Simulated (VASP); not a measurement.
Level of theory: PBE0 hybrid, VASP's PBE PAW potentials (set 64) (plane waves; VASP).

VASP input:

### INCAR
```
# general
SYSTEM    =  CsBr
PREC      =  Accurate
ENCUT     =  300   # plane-wave cut-off (eV)
LREAL     =  F
LASPH     =  T
ISYM      =  3

# electronic loop
EDIFF     =  1E-04
NELM      =  100   # most electronic steps
ALGO      =  Normal
LMAXMIX   =  4   # l cut-off of mixed one-centre charges

# smearing
ISMEAR    =  0   # Gaussian
SIGMA     =  0.01   # width (eV)

# functional
GGA       =  PE
LHFCALC   =  T
AEXX      =  0.25
HFRCUT    =  -1
PRECFOCK  =  Fast

# ions
ISIF      =  2   # forces and stress, cell fixed

# output
LWAVE     =  F
LCHARG    =  F
```

POSCAR:
```
CsBr
1
    4.3256200000     0.0000000000     0.0000000000
    0.0000000000     4.3256200000     0.0000000000
    0.0000000000     0.0000000000     4.3256200000
Cs Br
1 1
Direct
 -0.0007860000  -0.0104460000  -0.0042210000
  0.5007860000   0.5104460000   0.5042210000
```

### KPOINTS
```
kpoints
0
Gamma
  5 5 5
0 0 0
```

POTCAR, in this order: Cs_sv Br (PBE.64 set). Program: vasp_std.

Question: What will the output report for the number of irreducible k-points (NKPTS), largest plane-wave count, number of space-group operations, FFT grid (NGX, NGY, NGZ)?

Answer: 
| Property | Value |
|---|---|
| number of irreducible k-points (NKPTS) | 63 |
| largest plane-wave count | 962 |
| number of space-group operations | 1 |
| FFT grid (NGX, NGY, NGZ) | 24 × 24 × 24 |

The structure comes from a computed database's CsBr entry; how it stands against other phases isn't given here. The cell was not relaxed at this level, atoms are displaced from their ideal sites. The run is one of a series of settings (EDIFF = 1E-04 against the base run), some of them coarse on purpose.
